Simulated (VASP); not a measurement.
Base run

VASP input. INCAR
```
ISMEAR = -1
SIGMA = 0.1
ISIF = 2
LHFCALC = .TRUE.
GGA = PE
HFSCREEN = 0.20787
NBANDS = 16
LASPH = .TRUE.
LMAXMIX = 4
NELM = 60
LREAL = .FALSE.
EDIFF = 1E-8
ALGO = Normal
PREC = Accurate
ENCUT = 520.0
ISTART = 1
ICHARG = 0
NELMIN = 4
```

KPOINTS
```
mesh
0
Gamma
4 4 4
0 0 0
```

POSCAR
```
HfN
1.0
     0.000000    2.265000    2.265000
     2.265000    0.000000    2.265000
     2.265000    2.265000    0.000000
Hf N
1 1
Direct
  0.007647 0.007647 0.007647
  0.500000 0.500000 0.500000
```

Potentials (PBE.64), in the order of POSCAR: Hf_pv N

The WAVECAR comes from an earlier, cheaper step on the same cell.

VASP prints the stress at a fixed plane-wave basis, so it holds the Pulay stress of this cutoff.

It gives a pressure of -5.53 GPa and an rms force of 0.686 eV/Å.

(1) What changes with LREAL = Auto in place of reciprocal-space projectors?

(2) What changes with PRECFOCK = Fast?

(3) What changes with HFRCUT = -1?

Answers

(1) The pressure stays the same within 0.01 GPa, the forces move by 0.3 meV/Å (rms), and the free energy changes by -0.11 meV/atom.

(2) The pressure doesn't move by more than 0.01 GPa, the forces move by 0.0 meV/Å (rms), and the free energy changes by -0.01 meV/atom.

(3) The pressure rises by 0.06 GPa, the forces move by 0.3 meV/Å (rms), and the free energy changes by +2.00 meV/atom.

The k-mesh is coarse, so these values belong to this mesh and can lie far from the converged ones. Potentials made with PBE were used with another functional.
